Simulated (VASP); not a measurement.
Calculation: r2SCAN meta-GGA, VASP's PBE PAW potentials (set 64) (plane waves; VASP 6.6.1).

VASP ran on this input.

File KPOINTS:
```
Automatic mesh
0
Gamma
16 16 16
0 0 0
```

**INCAR**
```
SYSTEM = Ni
PREC = Accurate; ENCUT = 480; LREAL = .False.
LASPH = .True.
EDIFF = 1E-7; NELM = 100; ALGO = Normal
LMAXMIX = 4; LMIXTAU = .True.
ISMEAR = 1; SIGMA = 0.1
METAGGA = R2SCAN
ISPIN = 2; MAGMOM = 0.8
ISIF = 2
LWAVE = .False.; LCHARG = .False.; LORBIT = 10
```

**POSCAR**
```
Ni
1.0
  0.0000000000   1.7381331323   1.7381331323
  1.7207518010   0.0000000000   1.7381331323
  1.7207518010   1.7381331323   0.0000000000
Ni
1
Cart
  0.0000000000   0.0000000000   0.0000000000
```

POTCAR, in this order: Ni (PBE.64 set). Program: vasp_std.

The resulting files:

### OUTCAR
```
 ion  position               nearest neighbor table
   1  0.000  0.000  0.000-
  LATTYP: Found a body centered tetragonal cell.
 ALAT       =     2.4580914489
 C/A-ratio  =     1.4000714268
 Subroutine PRICEL returns:
 Original cell was already a primitive cell.
 Subroutine GETGRP returns: Found 16 space group operations
The static configuration has the point symmetry D_4h.
The dynamic configuration has the point symmetry D_4h.
The overall configuration has the point symmetry D_4h.
 Subroutine INISYM returns: Found 16 space group operations
 Subroutine IBZKPT returns following result:
 Found    349 irreducible k-points:

 Following reciprocal coordinates:
            Coordinates               Weight
  0.000000  0.000000  0.000000      1.000000
  0.062500  0.000000  0.000000      8.000000
  0.125000  0.000000  0.000000      8.000000
  0.187500  0.000000  0.000000      8.000000
  0.250000  0.000000  0.000000      8.000000
  0.312500 -0.000000 -0.000000      8.000000
  0.375000  0.000000  0.000000      8.000000
  0.437500  0.000000  0.000000      8.000000
  0.500000  0.000000  0.000000      4.000000
  0.062500  0.062500  0.000000      4.000000
  0.125000  0.062500  0.000000     16.000000
  0.187500  0.062500  0.000000     16.000000
  0.250000  0.062500  0.000000     16.000000
  0.312500  0.062500  0.000000     16.000000
  0.375000  0.062500 -0.000000     16.000000
  0.437500  0.062500  0.000000     16.000000
  0.500000  0.062500  0.000000     16.000000
 -0.437500  0.062500  0.000000     16.000000
 -0.375000  0.062500  0.000000     16.000000
 -0.312500  0.062500  0.000000     16.000000
 -0.250000  0.062500  0.000000     16.000000
 -0.187500  0.062500  0.000000     16.000000
 -0.125000  0.062500  0.000000     16.000000
...
```

OSZICAR:
```
       N       E                     dE             d eps       ncg     rms          rms(c)
DAV:   1     0.147649275025E+02    0.14765E+02   -0.47514E+03 12868   0.140E+03
DAV:   2    -0.138102512453E+02   -0.28575E+02   -0.27394E+02 12677   0.168E+02
DAV:   3    -0.142579652190E+02   -0.44771E+00   -0.44529E+00 14163   0.284E+01
DAV:   4    -0.142626880789E+02   -0.47229E-02   -0.47223E-02 14394   0.249E+00
DAV:   5    -0.142628114237E+02   -0.12334E-03   -0.12334E-03 14589   0.339E-01    0.111E+01
DAV:   6    -0.124822966341E+02    0.17805E+01   -0.28076E+01 13327   0.897E+01    0.858E+00
DAV:   7    -0.119553411324E+02    0.52696E+00   -0.75850E+00 13377   0.385E+01    0.249E+00
DAV:   8    -0.119485756982E+02    0.67654E-02   -0.34240E-02 12826   0.236E+00    0.174E+00
DAV:   9    -0.119407170642E+02    0.78586E-02   -0.60093E-02 13654   0.368E+00    0.544E-01
DAV:  10    -0.119416717145E+02   -0.95465E-03   -0.30493E-02 15072   0.241E+00    0.232E-01
DAV:  11    -0.119416632238E+02    0.84908E-05   -0.13818E-02 13222   0.180E+00    0.201E-01
DAV:  12    -0.119415303778E+02    0.13285E-03   -0.32157E-03 13693   0.871E-01    0.282E-02
DAV:  13    -0.119415409222E+02   -0.10544E-04   -0.27902E-05 13622   0.774E-02    0.124E-02
DAV:  14    -0.119415427937E+02   -0.18715E-05   -0.34661E-06 13210   0.272E-02    0.518E-03
DAV:  15    -0.119415436556E+02   -0.86190E-06   -0.21258E-06 14465   0.201E-02    0.887E-04
DAV:  16    -0.119415435891E+02    0.66511E-07   -0.29512E-08  7073   0.211E-03
   1 F= -.11941544E+02 E0= -.11941746E+02  d E =0.608390E-03  mag=     0.7462
```

**OUTCAR**
```
------------------------ aborting loop because EDIFF is reached ----------------------------------------
  FORCE on cell =-STRESS in cart. coord.  units (eV):
  Direction    XX          YY          ZZ          XY          YZ          ZX
  --------------------------------------------------------------------------------------
  Total        0.2665621      0.1770107      0.1770107      0.0000000      0.0000000      0.0000000
  in kB       41.0766244     27.2769455     27.2769455      0.0000000      0.0000000      0.0000000
  external PRESSURE =      31.8768385 kB  Pullay stress =       0.0000000 kB
  volume of cell :       10.40
      direct lattice vectors                 reciprocal lattice vectors
     0.000000000  1.738133132  1.738133132    -0.290570668  0.287664961  0.287664961
     1.720751801  0.000000000  1.738133132     0.290570668 -0.287664961  0.287664961
     1.720751801  1.738133132  0.000000000     0.290570668  0.287664961 -0.287664961
 POSITION                                       TOTAL-FORCE (eV/Angst)
 -----------------------------------------------------------------------------------
      0.00000      0.00000      0.00000         0.000000      0.000000      0.000000
 -----------------------------------------------------------------------------------
    total drift:                                0.000000     -0.000000      0.000000
  FREE ENERGIE OF THE ION-ELECTRON SYSTEM (eV)
  ---------------------------------------------------
  free  energy   TOTEN  =       -11.9415435891 eV

  energy  without entropy=      -11.9421519796  energy(sigma->0) =      -11.94174639

 total charge

# of ion       s       p       d       tot
------------------------------------------
    1        0.536   0.562   8.333   9.430

 magnetization (x)

# of ion       s       p       d       tot
------------------------------------------
    1       -0.009  -0.044   0.816   0.763
```
(Selected blocks of OUTCAR.)

The compound is Ni in the fcc structure. This cell was strained or had an atom moved on purpose.
